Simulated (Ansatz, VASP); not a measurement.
**Zr3MoC: VASP beside Ansatz**

```
Zr Mo C
1.0
     4.94251    0.00000    0.00000
     0.00000    4.94251    0.00000
     0.00000    0.00000    4.94251
Zr Mo C
3 1 1
Direct
  0.50000 0.00000 0.00000
  0.00000 0.50000 0.00000
  0.00000 0.00000 0.50000
  0.00000 0.00000 0.00000
  0.50000 0.50000 0.50000
```

The cell was built by a generator and needn't be a form met in nature.

Alike in both runs: task relaxation of cell and atoms; functional revPBE; k mesh 5 × 5 × 5; occupations fermi-dirac, width 0.05 eV; no spin polarisation.

```csv
,VASP,Ansatz
version,VASP 6.6.1,Ansatz 0.2.0
potentials or method,"VASP PAW PBE potentials, release 64 (Zr_sv, Mo_sv, C)",Ansatz PAW
plane-wave cutoff (eV),600,420
valence electrons in the cell,54,54
```

```tsv
	VASP	Ansatz	Ansatz less VASP
gap on the k mesh at the Fermi level, each at its own relaxed structure (eV)	none	none	-
relaxed volume (Å³/atom)	24.87	24.82	-0.046
relaxed cell length with the largest relative difference (Å)	4.991	4.988	-0.0031
energy change over the relaxation (meV/atom)	-5	-4	+0.8
```

A gap of «none» marks a metal or a gap that the smearing closes.

Caveats: the PAW data sets were made with another functional, which shifts forces and pressure a little (VASP); the plane-wave basis is chosen anew once the cell has moved, so the energies of steps on either side of that aren't comparable (Ansatz); the PAW data sets come from PBE, with cores solved anew for the run's functional, which leaves a small shift of forces and pressure (Ansatz).
